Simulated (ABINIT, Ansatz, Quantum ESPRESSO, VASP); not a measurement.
**Code comparison for YBRh3 (Pm-3m, 5 atoms in the cell)**

Self-consistent single point.

```
CELL_PARAMETERS angstrom
      4.17882     0.00000     0.00000
      0.00000     4.17882     0.00000
      0.00000     0.00000     4.17882
ATOMIC_POSITIONS crystal
  Y  0.00000 0.00000 0.00000
  B  0.50000 0.50000 0.50000
  Rh 0.00000 0.50000 0.50000
  Rh 0.50000 0.00000 0.50000
  Rh 0.50000 0.50000 0.00000
```

Shared settings, as Ansatz (an electronic-structure program) writes them: kpoints.mp_grid.grid = 7 7 7; scf.occupations.method = gaussian; scf.occupations.width = 0.136 eV. Potentials and cutoffs stand in the table.

| code | model | pressure (GPa) | cutoff |
|---|---|---|---|
| Ansatz | LDA (PW92), PAW files made with PBE | -8.66 | default |
| Quantum ESPRESSO | LDA (PZ), GBRV 1.5 ultrasoft (LDA) pseudopotentials | -9.49 | 40 Ry |
| ABINIT | LDA (PW92), norm-conserving pseudopotentials (PseudoDojo nc-sr-04 LDA standard) | -8.43 | 44 Ha |
| VASP | LDA (PZ), VASP's LDA PAW potentials (set 64) | -8.89 | 400 eV |

On Ansatz's run: spin polarisation is off.

The spread over the programs that give each value: pressure within 1.06 GPa.

Ansatz's pressure is given at a fixed set of plane waves, as the other plane-wave codes print theirs; with its correction for the finite basis it is -8.58 GPa. The same LDA comes in different parametrisations, which differ slightly.

VASP's run is marked for a possible Pulay error in its stress at this cutoff; no cutoff test was made.

The starting cell comes from a database of computed structures (which also holds hypothetical and non-ambient phases and stackings), without a prior relaxation at this level.

Left out of this page: GPAW, Elk, FLEUR and SIESTA (not drawn, or without a comparable value).

Keys are those of Ansatz 0.2.
